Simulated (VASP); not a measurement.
Consider the following.

```yaml
crystal:
  lattice:
    - [4.27176, 2.12848, 2.12848]
    - [2.12848, 4.27176, 2.12848]
    - [2.12848, 2.12848, 4.27176]
  atoms:
    - { symbol: Co, position: [0.00000, 0.00000, 0.00000], spin: 2.7 }
    - { symbol: Co, position: [0.50000, 0.50000, 0.50000], spin: -2.7 }
    - { symbol: O, position: [0.25000, 0.25000, 0.25000] }
    - { symbol: O, position: [0.75000, 0.75000, 0.75000] }
```

Method: PBE GGA + U (Dudarev), VASP's PBE PAW potentials (set 64) (plane waves; VASP). Settings: 520 eV cut-off, Gaussian smearing of 0.050 eV, potentials Co O, U − J: Co 3.32 eV.

Q: Give the spin-up energies of bands 5 to 18 at the high-symmetry points, in eV from the Fermi level.

A: 
| band | Γ | T | H2 | L | S0 | F |
|---|---|---|---|---|---|---|
| 5 | -6.05 | -5.87 | -6.03 | -6.18 | -6.07 | -5.89 |
| 6 | -4.29 | -5.54 | -5.94 | -5.86 | -5.81 | -5.80 |
| 7 | -4.29 | -4.27 | -5.31 | -4.77 | -5.46 | -4.41 |
| 8 | -3.35 | -4.27 | -4.76 | -3.99 | -4.79 | -4.00 |
| 9 | -2.38 | -3.46 | -3.39 | -3.89 | -3.41 | -3.62 |
| 10 | -2.38 | -3.46 | -3.34 | -3.84 | -3.29 | -3.58 |
| 11 | -2.35 | -2.77 | -3.03 | -2.92 | -3.03 | -3.05 |
| 12 | -2.26 | -1.56 | -2.25 | -1.92 | -2.24 | -2.21 |
| 13 | -2.26 | -1.13 | -1.81 | -1.66 | -1.85 | -1.84 |
| 14 | -1.36 | -1.13 | -1.44 | -1.51 | -1.47 | -1.18 |
| 15 | -0.13 | -0.21 | 0.07 | -0.06 | 0.08 | -0.07 |
| 16 | -0.13 | -0.21 | 0.15 | 0.18 | 0.14 | 0.18 |
| 17 | 1.52 | 2.64 | 2.79 | 2.72 | 2.80 | 3.09 |
| 18 | 2.86 | 2.64 | 2.90 | 2.82 | 2.89 | 3.15 |

Q: Give the spin-down energies of bands 5 to 18 at the high-symmetry points, in eV from the Fermi level.

A: 
```
band      Γ      T     H2      L     S0      F
----  -----  -----  -----  -----  -----  -----
5     -6.05  -5.87  -6.03  -6.18  -6.07  -5.89
6     -4.29  -5.54  -5.94  -5.86  -5.81  -5.80
7     -4.29  -4.27  -5.31  -4.77  -5.46  -4.41
8     -3.35  -4.27  -4.76  -3.99  -4.79  -4.00
9     -2.38  -3.46  -3.39  -3.89  -3.41  -3.62
10    -2.38  -3.46  -3.34  -3.84  -3.29  -3.58
11    -2.35  -2.77  -3.03  -2.92  -3.03  -3.05
12    -2.26  -1.56  -2.25  -1.92  -2.24  -2.21
13    -2.26  -1.13  -1.81  -1.66  -1.85  -1.84
14    -1.36  -1.13  -1.44  -1.51  -1.47  -1.18
15    -0.13  -0.21   0.07  -0.06   0.08  -0.07
16    -0.13  -0.21   0.15   0.18   0.14   0.18
17     1.52   2.64   2.79   2.72   2.80   3.09
18     2.86   2.64   2.90   2.82   2.89   3.15
```

It has no gap at this level: it comes out as a metal or semimetal.

The compound is CoO in the rock salt, AFM-II order structure. It was relaxed first. A gapless solution with U can be a metastable orbital state.
